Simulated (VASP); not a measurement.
Consider the following.

```
CELL_PARAMETERS angstrom
      0.00000     2.77500     2.77500
      2.77500     0.00000     2.77500
      2.77500     2.77500     0.00000
ATOMIC_POSITIONS crystal
  Ag 0.00000 0.00000 0.00000
  Cl 0.50000 0.50000 0.50000
```

Calculation: PBE GGA, VASP's PBE PAW potentials (set 64) (plane waves; VASP). Settings: 300 eV cut-off, 8×8×8 Γ-centred mesh, Fermi-Dirac smearing of 0.010 eV, potentials Ag Cl.

At this cut-off the stress carries a Pulay error, which pulls relaxed volumes low.

Task: Give the stress tensor in GPa (positive for a compressed cell).

Result: 
```
1.07  0.00  0.00
0.00  1.07  0.00
0.00  0.00  1.07
```
The pressure is its mean diagonal, 1.07 GPa.

The structure is a typed AgCl crystal (Fm-3m). The cell was not relaxed at this level.
